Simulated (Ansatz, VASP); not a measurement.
# Pt (Platinum) in two plane-wave programs

One calculation is typed for both programs; each brings its own data sets and cutoff. How far apart do they land? The cell is taken from a series of VASP runs on this material, whose earlier steps may have relaxed, scaled or displaced it; both programs get it as it stands.

Program: Ansatz 0.2.0. Level of theory: plane waves, with VASP 6.6.1 beside it; relaxation of cell and atoms at BLYP. Results are calculated unless marked as measured.

### Step 1. The starting structure

Symmetry: Fm-3m, No. 225, cubic system. Conventional cell: a = 4.058 Å, b = 4.058 Å, c = 4.058 Å, α = 90.00°, β = 90.00°, γ = 90.00°. Nearest to Pt lie 12 Pt at 2.87 Å.

As a file:

```xyz
1
Lattice="0.0000 2.0290 2.0290 2.0290 0.0000 2.0290 2.0290 2.0290 0.0000" Properties=species:S:1:pos:R:3 pbc="T T T"
Pt    0.0000    0.0000    0.0000
```

### Step 2. VASP: relaxation of cell and atoms, BLYP

The relaxed volume is the usual yardstick between codes: its relative difference is about their pressure difference at one cell divided by the bulk modulus.

Lines of VASP's logs that name or quote its potential files are left out, and so is its time.

The input, INCAR:

```
SYSTEM = Pt
PREC = Accurate
ENCUT = 450
EDIFF = 1E-06
NELM = 100
ISMEAR = 1
SIGMA = 0.15
LREAL = .FALSE.
ALGO = Normal
GGA = B5
ALDAX = 1
AGGAX = 1
AGGAC = 1
ALDAC = 0
NBANDS = 11
LASPH = .TRUE.
LORBIT = 11
LWAVE = .FALSE.
LCHARG = .FALSE.
KPAR = 8
IBRION = 2
NSW = 50
ISIF = 3
EDIFFG = -0.006
```

The input, POSCAR:

```
Pt
1.0
    0.0000000000      2.0290086942      2.0290086942
    2.0290086942      0.0000000000      2.0290086942
    2.0290086942      2.0290086942      0.0000000000
Pt
1
Direct
    0.0000000000      0.0000000000      0.0000000000
```

The input, KPOINTS:

```
Automatic mesh
0
Gamma
20 20 20
0 0 0
```

Potentials, in the order of the species: Pt (PBE family, release 64).

Launch:

```bash
> mpirun -np 8 vasp_std
```

Numbers of over 12 decimals in the logs are rounded to 6 here.

Log:

```text
[banner, memory and clock lines left out]
running    8 mpi-ranks, on    1 nodes
 distrk:  each k-point on    1 cores,    8 groups
 distr:  one band on    1 cores,    1 groups

 POSCAR found type information on POSCAR Pt
 POSCAR found :  1 types and       1 ions
|                                                                             |
|           W    W    AA    RRRRR   N    N  II  N    N   GGGG   !!!           |
|           W    W   A  A   R    R  NN   N  II  NN   N  G    G  !!!           |
|           W    W  A    A  R    R  N N  N  II  N N  N  G       !!!           |
|           W WW W  AAAAAA  RRRRR   N  N N  II  N  N N  G  GGG   !            |
|           WW  WW  A    A  R   R   N   NN  II  N   NN  G    G                |
|           W    W  A    A  R    R  N    N  II  N    N   GGGG   !!!           |
|                                                                             |
|     For optimal performance we recommend to set                             |
|       NCORE = 2 up to number-of-cores-per-socket                            |
|     NCORE specifies how many cores store one orbital (NPAR=cpu/NCORE).      |
|     This setting can greatly improve the performance of VASP for DFT.       |
|     The default, NCORE=1 might be grossly inefficient on modern             |
|     multi-core architectures or massively parallel machines. Do your        |
|     Unfortunately you need to use the default for GW and RPA                |
|     calculations (for HF NCORE is supported but not extensively tested      |
|     yet).                                                                   |
|                                                                             |

|                                                                             |
|               ----> ADVICE to this user running VASP <----                  |
|                                                                             |
|     You enforced a specific xc type in the INCAR file but a different       |
|     [... a line on the potential file left out ...]
|     I HOPE YOU KNOW WHAT YOU ARE DOING!                                     |
|                                                                             |

 LDA part: xc-table for (Slater(with rela. corr.)+VWN5), standard interpolation
 POSCAR, INCAR and KPOINTS ok, starting setup
 FFT: planning ... GRIDC
 FFT: planning ... GRID_SOFT
 FFT: planning ... GRID
 WAVECAR not read
 entering main loop
       N       E                     dE             d eps       ncg     rms          rms(c)
DAV:   1     0.354910067056E+02    0.35491E+02   -0.48217E+03  5968   0.734E+02
DAV:   2    -0.485192509842E+01   -0.40343E+02   -0.38565E+02  6415   0.160E+02
DAV:   3    -0.536591722909E+01   -0.51399E+00   -0.51065E+00  6585   0.173E+01
DAV:   4    -0.536814700696E+01   -0.22298E-02   -0.22296E-02  6475   0.133E+00
DAV:   5    -0.536816820745E+01   -0.21200E-04   -0.21200E-04  6628   0.122E-01    0.934E+00
DAV:   6    -0.502665200322E+01    0.34152E+00   -0.95214E-01  6019   0.738E+00    0.471E+00
DAV:   7    -0.500349994224E+01    0.23152E-01   -0.86969E-02  6535   0.219E+00    0.215E+00
DAV:   8    -0.500125277589E+01    0.22472E-02   -0.33757E-03  6109   0.499E-01    0.434E-01
DAV:   9    -0.500109929405E+01    0.15348E-03   -0.13655E-04  6277   0.998E-02    0.200E-02
DAV:  10    -0.500110409518E+01   -0.48011E-05   -0.45261E-06  6422   0.191E-02    0.892E-03
DAV:  11    -0.500110359554E+01    0.49964E-06   -0.72041E-08  3500   0.280E-03
   1 F= -.50011036E+01 E0= -.50009728E+01  d E =-.500110E+01
 curvature:   0.00 expect dE= 0.000E+00 dE for cont linesearch  0.000E+00
 trial: gam= 0.00000 g(F)=  0.557E-63 g(S)=  0.939E-07 ort = 0.000E+00 (trialstep = 0.100E+01)
 search vector abs. value=  0.940E-07
 reached required accuracy - stopping structural energy minimisation
```

OUTCAR, selected parts (step 2):

```text
ion  position               nearest neighbor table
   1  0.000  0.000  0.000-

  LATTYP: Found a face centered cubic cell.
 ALAT       =     4.0580173884

 Subroutine GETGRP returns: Found 48 space group operations
 (whereof 48 operations were pure point group operations)

The static configuration has the point symmetry O_h .

 Found    256 irreducible k-points:

   k-points           NKPTS =    256   k-points in BZ     NKDIM =    256   number of bands    NBANDS=     11

   dimension x,y,z NGX =    20 NGY =   20 NGZ =   20
   dimension x,y,z NGXF=    40 NGYF=   40 NGZF=   40

   ENCUT  =  450.0 eV  33.07 Ry    5.75 a.u.   4.96  4.96  4.96*2*pi/ulx,y,z

   NELECT =      10.0000    total number of electrons

 k-points in reciprocal lattice and weights: Automatic mesh
   0.00000000  0.00000000  0.00000000       0.000
   0.05000000  0.00000000  0.00000000       0.001
   0.10000000  0.00000000  0.00000000       0.001
   0.15000000  0.00000000  0.00000000       0.001
   0.20000000  0.00000000  0.00000000       0.001
   0.25000000  0.00000000  0.00000000       0.001
   0.30000000  0.00000000  0.00000000       0.001
   0.35000000  0.00000000  0.00000000       0.001
   0.40000000  0.00000000  0.00000000       0.001
[...]
-0.30000000  0.50000000  0.20000000       0.002
  -0.25000000  0.50000000  0.25000000       0.001

 average (electrostatic) potential at core
       1 -64.1765

 E-fermi :   9.9746

 k-point     1 :       0.0000    0.0000    0.0000
  band No.  band energies     occupation
    ...
      2       6.7563      2.00000
      3       6.7563      2.00000
      4       6.7563      2.00000
      5       8.5726      2.00000
      6       8.5727      2.00000
      7      25.1451      0.00000
      8      29.3771      0.00000
      9      29.3771      0.00000
     10      29.3771      0.00000
     11      34.8232      0.00000

 k-point     2 :       0.0500    0.0000    0.0000
  band No.  band energies     occupation
    ...
      2       6.7203      2.00000
      3       6.7914      2.00000
      4       6.7914      2.00000
      5       8.5545      2.00000
      6       8.5545      2.00000
      7      25.2764      0.00000
      8      28.8621      0.00000
      9      29.5063      0.00000
     10      29.5063      0.00000
     11      35.3403      0.00000

 k-point     3 :       0.1000    0.0000    0.0000
  band No.  band energies     occupation
    ...
      2       6.6250      2.00000
      3       6.8861      2.00000
      4       6.8861      2.00000
      5       8.5132      2.00000
      6       8.5132      2.00000
      7      25.6329      0.00000
      8      27.6951      0.00000
      9      29.8813      0.00000
     10      29.8813      0.00000
     11      35.6872      0.00000

  Total        0.0008054      0.0008054      0.0008054     -0.0000000      0.0000000     -0.0000000
  in kB        0.0772435      0.0772435      0.0772435     -0.0000000      0.0000000     -0.0000000
  external PRESSURE =       0.0772435 kB  Pullay stress =       0.0000000 kB

  energy-cutoff  :      450.00
  volume of cell :       16.71
      direct lattice vectors                 reciprocal lattice vectors
     0.000000000  2.029008694  2.029008694    -0.246425755  0.246425755  0.246425755
     2.029008694  0.000000000  2.029008694     0.246425755 -0.246425755  0.246425755
     2.029008694  2.029008694  0.000000000     0.246425755  0.246425755 -0.246425755

 POSITION                                       TOTAL-FORCE (eV/Angst)
 -----------------------------------------------------------------------------------
      0.00000      0.00000      0.00000         0.000000      0.000000      0.000000
 -----------------------------------------------------------------------------------
    total drift:                                0.000000      0.000000      0.000000

  FREE ENERGIE OF THE ION-ELECTRON SYSTEM (eV)
  ---------------------------------------------------
  free  energy   TOTEN  =        -5.0011035955 eV

  energy  without entropy=       -5.0007110670  energy(sigma->0) =       -5.00097275

 reached required accuracy - stopping structural energy minimisation

 total charge
# of ion       s       p       d       tot
------------------------------------------
    1        0.595   0.472   8.044   9.111

[... 3 further parts left out ...]
```

### Step 3. Ansatz: relaxation of cell and atoms, BLYP

Ansatz runs on its default PAW (the set named soft_2) files.

The same cell, functional (in two slightly different forms), mesh and smearing now go to Ansatz, which takes its cutoff from its data sets.

The input, input.yaml:

```yaml
crystal:
  lattice:
    - [0.0, 2.0290086942, 2.0290086942]
    - [2.0290086942, 0.0, 2.0290086942]
    - [2.0290086942, 2.0290086942, 0.0]
  atoms:
    - { symbol: Pt, position: [0.0, 0.0, 0.0] }
hamiltonian:
  xc: blyp
  pseudopotentials: { kind: paw }
kpoints:
  mp_grid: { grid: [20, 20, 20] }
scf:
  occupations: { method: methfessel_paxton, width: 0.15 }
relax:
  f_tol: 0.01
  max_steps: 60
  cell: { stress_tol: 0.05 }
output:
  forces: true
  stress: true
```

Launch:

```bash
> ansatz run input.yaml --threads 4 --pin off --max-ram 9216MiB --backend cpu --events-out ev --progress --plain --runs-dir out
```

Log:

```text
Engine: ansatz 0.2.0, x86_64-unknown-linux-gnu
Pseudopotentials: kind: paw
Pseudopotential: Pt, paw, valence charge 18, recommended cutoff 420 eV (normal), Pt.paw.azcp
Functional definition: BLYP
  parameter beta = 0.0042
  parameter a = 0.04918
  parameter b = 0.132
  parameter c = 0.2533
  parameter d = 0.349
  exchange = b88_x(beta = beta)
  correlation = lyp_c(a = a, b = b, c = c, d = d)
Crystal: 1 atoms, lattice volume = 16.706 Å³
Basis set: ecut = 420 eV, 331 PW (Γ), exchange–correlation on 40×40×40 points (8 copies of the dense FFT grid, shifted against one another)
Bands: 13, of which v1, the nominal top of the filled ones, is band 9 counted from 1 (8 counted from 0)
Symmetry: 48 space group operations
Space group: Fm-3m (ITA 225), of the structure as read, at distance tolerance 2.6e-5 Å
k-points: 256 of 8000
Non-local potential: Pt, projectors of the file, l = 0: 3, l = 1: 2, l = 2: 2, l = 3: 1
PAW form: soft (Blöchl's): semilocal exchange-correlation on the pseudo side does not see the compensation charge
PAW frozen core: Pt, regenerated for the run's functional, and the local potential with it (the file was generated under x = pbe(κ = 0.804, μ = 0.219515), c = pbe(β = 0.066725))
PAW one-centre angular grid: Pt, 590 points (default); XC on 64 Gauss nodes
Initial density: superposition of atomic densities (neutral atoms: chi_scale 0, normalization atom), corrected by the library's trained network
Initial wavefunctions: pseudopotential atomic-orbital guess
Functional: x = b88, c = lyp
SCF iter   1: F=—  HF=-12549.058653 eV  |F-HF|=—  |Δ(HF+E_count)|=         —  Δρ=1.09e-2  dr2=1.99e-2  ethr=1.77e-3  ⟨swp⟩=5.0  Hψ=17528  notcnv=0
preconditioner: auto → none  [metal: Δε(μ)=0.020 eV  Ē_g=13.233 eV  σ=0.150 eV  W_gap=0.11  n_scr=8 (ndim 8)  ℏωp=28.7 eV  f_vac=0.000  D(μ)=2.07/eV (n_scr^D=26)  sad-step TF]
SCF iter   2: F=—  HF=-12549.055332 eV  |F-HF|=—  |Δ(HF+E_count)|=   3.32e-3  S|Δr|=    0.00e0  Δρ=5.43e-3  dr2=4.23e-3  ethr=1.11e-4  ⟨swp⟩=1.0  Hψ=5376  notcnv=0
SCF iter   3: F=—  HF=-12549.054875 eV  |F-HF|=—  |Δ(HF+E_count)|=   4.57e-4  S|Δr|=    0.00e0  Δρ=9.45e-4  dr2=8.79e-5  ethr=2.35e-5  ⟨swp⟩=2.3  Hψ=4389  notcnv=0
SCF iter   4: F=—  HF=-12549.054918 eV  |F-HF|=—  |Δ(HF+E_count)|=   4.27e-5  S|Δr|=    0.00e0  Δρ=1.14e-4  dr2=1.98e-6  ethr=4.89e-7  ⟨swp⟩=2.0  Hψ=4516  notcnv=0
SCF iter   5: F=-12549.054918 eV  HF=-12549.054918 eV  |F-HF|=2.18e-9  |Δ(HF+E_count)|=   1.74e-7  S|Δr|=    0.00e0  Δρ=6.67e-6  dr2=1.60e-9  ethr=5.56e-10  ⟨swp⟩=4.4  Hψ=11363  notcnv=0
SCF 1 converged in 5 iterations: F = -12549.054918 eV  dr2 = 1.60e-9
  greatest PAW one-centre occupation: 1.000 electrons in one spin orbital (limit 2), on the Pt atom at site 0 (counted from 0), in its partial waves of l = 0
relax step   1: F+E_penalty+E_count = -12549.05491775 eV  Δ(F+E_penalty+E_count) = +0.000e0 eV  max|allowed force component| = 0.000e0 eV/Å  Δτ_max = 0.0000 Å  P = -1.018 GPa  Ω = 16.706 Å³  (5 SCF iters, dr2 threshold 1.00e-7 eV, accepted)
[...]
relax step   2: F+E_penalty+E_count = -12549.05416932 eV  Δ(F+E_penalty+E_count) = +7.484e-4 eV  max|allowed force component| = 0.000e0 eV/Å  Δτ_max = 0.0000 Å  P = +2.123 GPa  Ω = 16.449 Å³  energy of the carried Pulay correction = +9.656e-5 eV  (5 SCF iters, dr2 threshold 1.00e-7 eV, rejected (line search))
[...]
relax step   3: F+E_penalty+E_count = -12549.05522508 eV  Δ(F+E_penalty+E_count) = -3.073e-4 eV  max|allowed force component| = 0.000e0 eV/Å  Δτ_max = 0.0000 Å  P = -0.024 GPa  Ω = 16.622 Å³  energy of the carried Pulay correction = +3.147e-5 eV  (7 SCF iters, accepted)
[...]
relax step   4: F+E_penalty+E_count = -12549.05519419 eV  Δ(F+E_penalty+E_count) = +3.090e-5 eV  max|allowed force component| = 0.000e0 eV/Å  Δτ_max = 0.0000 Å  P = -0.023 GPa  Ω = 16.622 Å³  stress off target by 2.29e-2 GPa  SCF on the basis re-selected at this cell (its energy is not comparable with the rows above)  (4 SCF iters)
basis re-selected at this cell: Δ(F+E_penalty+E_count) = +3.090e-5 eV, ΔP = +0.001 GPa vs the last step (what re-selecting the basis moved, of the pressure what is left beyond the Pulay correction that the steps carried, after the strain that the cell walked since its last selection, with what the two solves' SCF thresholds leave and, on support functions, any second-order correction that the steps lacked; it is no measure of the basis error at this ecutwfc). This SCF's stress stands 2.29e-2 GPa from its target on what of the cell is left free (relax.cell.stress_tol is 5.00e-2 GPa) and its largest allowed force component is 0.00e0 eV/Å (relax.f_tol is 1.00e-2 eV/Å): [rest of the remark cut]
SCF converged after 4 iterations
Stability not checked: this state was not tested for a lower state beside it, because cold or Methfessel-Paxton smearing, or corrected tetrahedra, fill the levels in a way that the test cannot read (fill_not_monotonic; see scf.lower_state_search)
Free energy (F): -12549.055194 eV
Harris-Foulkes:  -12549.055194 eV  (|F-HF|=0.00e0)
Internal energy: -12549.054816 eV  (E = F + TS)
E sigma→0 (E₀):  -12549.055100 eV
Entropy (-TS):   -0.000378 eV (-0.378 meV/atom)
Fermi energy:    21.010121 eV
--- Per-component energies (eV) ---
  E_band       = -162.525289
  E_kinetic    = 636.729560
  E_local      = -1591.929898  (includes V_loc(G=0)·N_el)
  E_nonlocal   = 198.556263
  E_hartree    = 588.724815
  E_xc         = -257.437613
  E_vxc        = -296.688229  (∫ρ·V_xc dr)
  E_paw        = -9483.788037  (= ΣΔE_a)
  E_vpaw       = -286.642791  (= ΣTr[D̂ρ^β])
  E_aug_tail   = 0.000199  (compensation charges beyond the density's cutoff)
  E_ewald      = -2640.049567
  E_core_change = 0.139463  (= ΣΔE_core)
  E_smearing   = -0.000378  (= −TS)
  E_closure    = 0.000000  (closes the sum)
  Σ components = -12549.055194   (vs F -12549.055194, Δ=0.00e0)
--- Forces (eV/Å), atoms counted from 1 ---
  atom   1  Pt     0.00000000     0.00000000    -0.00000000
  max |Σ_I F_I| component: 4.11e-32 eV/Å
--- Stress (GPa, compression-positive) ---
       -0.022937      -0.000000      -0.000000
       -0.000000      -0.022937      -0.000000
        0.000000      -0.000000      -0.022937
  P = ⅓ Tr σ = -0.0229 GPa (-0.229 kbar)
--- Relaxed structure (3 steps of the walk, 2 accepted, 1 SCFs on fresh bases) ---
  F+E_penalty+E_count = -12549.05519419 eV   max|allowed force component| = 0.000e0 eV/Å   (the final SCF, on the basis selected at the relaxed cell)
  cell:  # Å, volume = 16.6220 Å³
    - [0, 2.025588, 2.025588]
    - [2.025588, 0, 2.025588]
    - [2.025588, 2.025588, 0]
  atoms:
    - { symbol: Pt, position: [0.0, 0.0, 0.0] }
```

Wall time 1.5 s (4 threads of Intel Xeon 6975P-C (Granite Rapids), shared host); peak memory 0.41 GiB; 4.7 s of CPU time.

### Step 4. Side by side

Known differences besides the potentials themselves: both relaxations stop at a tolerance, which leaves soft axes loose, and VASP keeps its plane-wave basis; the data sets hold 18 valence electrons in Ansatz (default PAW (the set named soft_2) files) and 10 in VASP; the cutoff is 420 eV in Ansatz and 450 eV in VASP; Ansatz makes its cores anew for this functional, VASP keeps those of its PBE data sets; VASP's log shows a relativistic correction to its local exchange, Ansatz's none; Ansatz adds a Pulay correction to the stress that steers its cell, VASP none. Total energies have different zeros and are not compared.

Compared:

```
                                         quantity  Ansatz   VASP  difference
                                      volume (Å³)   16.62  16.71     -0.51 %
edge a after relaxation, in the typed setting (Å)   2.865  2.869     -0.17 %
```

The walks stopped with -0.02 GPa left in Ansatz and 0.01 GPa in VASP; each walk ends within a tolerance, so the volume difference is uncertain by about these residues over the bulk modulus, most in soft cells.

### Step 5. Results

```json
{
 "difference in volume (relaxation of cell and atoms, BLYP)": "-0.51 %"
}
```

In words: The difference in volume is -0.51 % (relaxation of cell and atoms, BLYP), within the 1.2 % picked in this series as the mark of a large difference, as far as the stopping tolerances let one tell. How closely two codes agree says nothing of how well the functional describes the real material.

[Lines on the potential files, build, host, timing and source positions are cut from VASP's logs without a mark.]

[Logs are printed without paths, hosts, clocks, repeated set-up lines and the standing remarks that a program may print on its own settings, such as how far it seeks lower states.]

[Hosts, paths, dates, database ids (printed as entryN), source tags and the programs' standing remarks are cut or masked in the printed files.]
